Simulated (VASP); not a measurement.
Data:

```xyz
3
Lattice="1.7611 -3.0503 0.0000 1.7611 3.0503 0.0000 0.0000 0.0000 5.9909" Properties=species:S:1:pos:R:3 pbc="T T T"
Ti     0.0000     0.0000     0.0000
Se     1.7611     1.0168     1.5460
Se     1.7611    -1.0168     4.4449
```

The numbers are results of rev-vdW-DF2, VASP's PBE PAW potentials (set 64) (plane waves; VASP 6.6.1), not measurements. Numerical set-up: 520 eV cut-off, 11×11×6 Γ-centred mesh, tetrahedra with Blöchl corrections, potentials Ti_sv Se.

The cores are frozen, which limits the accuracy of field gradients.

Task: Give the principal components of the electric field gradient (V/Å²) and the asymmetry η at each nucleus.

Result: 
```tsv
atom	Vxx	Vyy	Vzz	η
Ti1	12.4	12.4	-24.8	0.00
Se2	12.4	12.4	-24.9	0.00
Se3	12.4	12.4	-24.9	0.00
```

The compound is TiSe2 in the 1T layered structure. It was relaxed first.
